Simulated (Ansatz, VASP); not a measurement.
# Two plane-wave programs on Al2CdPt4

Contents of INCAR:

```
  ALGO = Normal
  EDIFF = 1E-6
  ENCUT = 520
  GGA = PE
  ISIF = 2
  ISMEAR = 0
  LASPH = T
  LCHARG = T
  LELF = T
  LREAL = F
  LVHAR = T
  LWAVE = F
  NBANDS = 38
  NELM = 60
  PREC = Accurate
  SIGMA = 0.2445
```

The input KPOINTS:

```
k-points
0
Gamma
  4 4 4
```

The input POSCAR:

```
Al2CdPt4
1.0
    0.0000000000      5.2536030000      0.0000000000
    5.2536030000      0.0000000000      0.0000000000
    2.6268020000      2.6268020000     -4.8721410000
Pt Cd Al
4 1 2
Direct
    0.3700000000      0.3800000000      0.7400000000
    0.6200000000      0.1100000000      0.2600000000
    0.8900000000      0.8800000000      0.7400000000
    0.1200000000      0.6300000000      0.2600000000
    0.5000000000      0.5000000000      0.0000000000
    0.7500000000      0.2500000000      0.5000000000
    0.0000000000      0.0000000000      0.0000000000
```

Input for Ansatz:

```yaml
crystal:
  lattice:
    - [0.0, 5.253603, 0.0]
    - [5.253603, 0.0, 0.0]
    - [2.626802, 2.626802, -4.872141]
  atoms:
    - { symbol: Pt, position: [0.37, 0.38, 0.74] }
    - { symbol: Pt, position: [0.62, 0.11, 0.26] }
    - { symbol: Pt, position: [0.89, 0.88, 0.74] }
    - { symbol: Pt, position: [0.12, 0.63, 0.26] }
    - { symbol: Cd, position: [0.5, 0.5, 0.0] }
    - { symbol: Al, position: [0.75, 0.25, 0.5] }
    - { symbol: Al, position: [0.0, 0.0, 0.0] }
  symmetry: { tolerance: 0.0003 }
kpoints:
  mp_grid: { grid: [4, 4, 4], shift: [0, 0, 0] }
magnetization:
  spin_polarized: false
scf:
  occupations: { method: gaussian, width: 0.2445 }
hamiltonian:
  pseudopotentials: { kind: paw }
  xc: pbe
basis:
  ecutwfc: 420
output:
  forces: true
  stress: true
  eigenvalues: true
  write_density: true
  write_potential: true
  elf: true
  volumetric_format: npy
```

The cell was built by a generator and needn't be a form met in nature.

Alike in both runs: task single point; functional PBE; k mesh 4 × 4 × 4; occupations gaussian, width 0.2445 eV; no spin polarisation.

|  | VASP | Ansatz |
| --- | --- | --- |
| version | VASP 6.6.1 | Ansatz 0.2.0 |
| potentials or method | VASP PAW PBE potentials, release 64 (Pt, Cd, Al) | PAW plane waves |
| plane-wave cutoff (eV) | 520 | 420 |
| valence electrons in the cell | 58 | 98 |

|  | VASP | Ansatz | Ansatz less VASP |
| --- | --- | --- | --- |
| gap on the k mesh at the Fermi level (eV) | none | none | - |
| rms of the force components (eV/Å) | 2.630 | 2.543 | -0.0870 |

Atom by atom the forces differ by 0.104 eV/Å (rms over components). A gap of «none» marks a metal or a gap that the smearing closes. The two sets of potentials don't hold the same shells in valence.

Caveats: forces of over 1 eV/Å show positions far from the minimum, so gaps and moduli don't describe the material at rest. Spin-orbit coupling is left out, which matters for the levels of Pt.
